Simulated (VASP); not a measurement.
Consider the following.

```
ZrC
1.0
    0.00000     2.30765     2.30765
    2.30765     0.00000     2.30765
    2.30765     2.30765     0.00000
Zr C
1 1
Direct
  0.00000   0.00000   0.00000
  0.50000   0.50000   0.50000
```

All values below come from LDA (Ceperley-Alder, Perdew-Zunger), VASP's LDA PAW potentials (set 64) (plane waves; VASP). Run with 620 eV cut-off, 14×14×14 Γ-centred mesh, first-order Methfessel-Paxton smearing of 0.10 eV, potentials Zr_sv C.

Question: The ions, cell shape and volume at an external pressure of 10.0 GPa are relaxed. What does this cell relax into?

Answer: 
```
ZrC
1.0
    0.00000     2.29375     2.29375
    2.29375     0.00000     2.29375
    2.29375     2.29375     0.00000
Zr C
1 1
Direct
  0.00000   0.00000   0.00000
  0.50000   0.50000   0.50000
```
Space group Fm-3m (225), at a tolerance of 0.03 Å.

Question: How do energy and volume change from the first to the last step?

Answer: The energy (σ→0) changes by +10.2 meV/atom and the volume by -1.8 %, in 3 ionic steps.

```tsv
step	E(σ→0) (eV)	max force (eV/Å)	pressure (GPa)	volume (Å³)
1	-21.2718	0.000	4.93	24.58
2	-21.1618	0.000	21.81	23.22
3	-21.2514	0.000	9.93	24.14
```

The compound is ZrC in the rock salt structure. This run relaxes it under an external pressure of 10 GPa. Symmetry was kept, so distortions that lower it aren't found.
